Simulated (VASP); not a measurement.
Here is the system:

```xyz
4
Lattice="4.5288 2.2644 2.2644 2.2644 4.5288 2.2644 2.2644 2.2644 4.5288" Properties=species:S:1:pos:R:3 pbc="T T T"
Mn     0.0000     0.0000     0.0000
Mn     4.5288     4.5288     4.5288
O      2.2644     2.2644     2.2644
O      6.7932     6.7932     6.7932
```
Starting moments (μB, in the order of the record's atoms Mn Mn O O): 5.0 -5.0 0.0 0.0.

Calculation: PBE GGA, VASP's PBE PAW potentials (set 64) (plane waves; VASP 6.6.1). Settings: 520 eV cut-off, 6×6×6 Γ-centred mesh, Gaussian smearing of 0.050 eV, potentials Mn_pv O.

### Question
Predict the cell moment, energy per atom (σ→0), pressure, band gap (on the k-mesh) with the smallest direct gap where there is one.

### Answer

```json
{
  "band gap (on the k-mesh)": "0.74 eV",
  "smallest direct gap (on the k-mesh)": "1.34 eV",
  "cell_moment": "0.00 μB",
  "energy per atom (σ→0)": "-8.261 eV/atom",
  "pressure": "-77.7 kbar"
}
```

### Question
Give the moment on each site (PAW-sphere projection).

### Answer

| site | moment (μB) |
|---|---|
| Mn1 | 4.37 |
| Mn2 | -4.37 |
| O3 | 0.00 |
| O4 | 0.00 |

Total energies compare only between runs with the same potentials, cut-off and functional.

The compound is MnO in the rock salt, AFM-II order structure. The cell was not relaxed at this level.
